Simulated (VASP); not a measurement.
OSZICAR of a VASP run on AlRu (space group Pm-3m):

**OSZICAR**
```
       N       E                     dE             d eps       ncg     rms          rms(c)
DAV:   1     0.582756098242E+02    0.58276E+02   -0.76285E+03  1024   0.857E+02
DAV:   2    -0.139130648346E+02   -0.72189E+02   -0.69270E+02   932   0.251E+02
DAV:   3    -0.149257063897E+02   -0.10126E+01   -0.99708E+00  1008   0.311E+01
DAV:   4    -0.149342301824E+02   -0.85238E-02   -0.85220E-02   952   0.276E+00
DAV:   5    -0.149344067618E+02   -0.17658E-03   -0.17657E-03  1032   0.350E-01    0.123E+01
DAV:   6    -0.143302156113E+02    0.60419E+00   -0.36044E+00   884   0.217E+01    0.241E+00
DAV:   7    -0.142589272377E+02    0.71288E-01   -0.28927E-01   876   0.629E+00    0.214E+00
DAV:   8    -0.142430613721E+02    0.15866E-01   -0.21064E-02   920   0.157E+00    0.211E-01
DAV:   9    -0.142427118698E+02    0.34950E-03   -0.91503E-04   928   0.328E-01    0.142E-01
DAV:  10    -0.142427075815E+02    0.42883E-05   -0.37097E-05  1000   0.730E-02    0.251E-02
DAV:  11    -0.142427049262E+02    0.26553E-05   -0.60209E-06   940   0.307E-02    0.601E-03
DAV:  12    -0.142427043780E+02    0.54817E-06   -0.85484E-08   436   0.327E-03
   1 F= -.14242704E+02 E0= -.14241733E+02  d E =-.291291E-02
```

Q: Which electronic solver shows in the log?

A: It is blocked Davidson (ALGO = Normal, or the opening steps of other solvers). The INCAR had ALGO = Normal.

Q: Can the final energy be trusted as converged?

A: Self-consistency was reached. It stopped with EDIFF = 1E-6, NELM = 100 (PBE GGA, plane waves, VASP's PBE PAW potentials (set 64)).

The structure comes from a computed database's AlRu entry; how it stands against other phases isn't given here. The cell was not relaxed at this level. The electron count is odd and the run is not spin-polarised, which forces a metal.
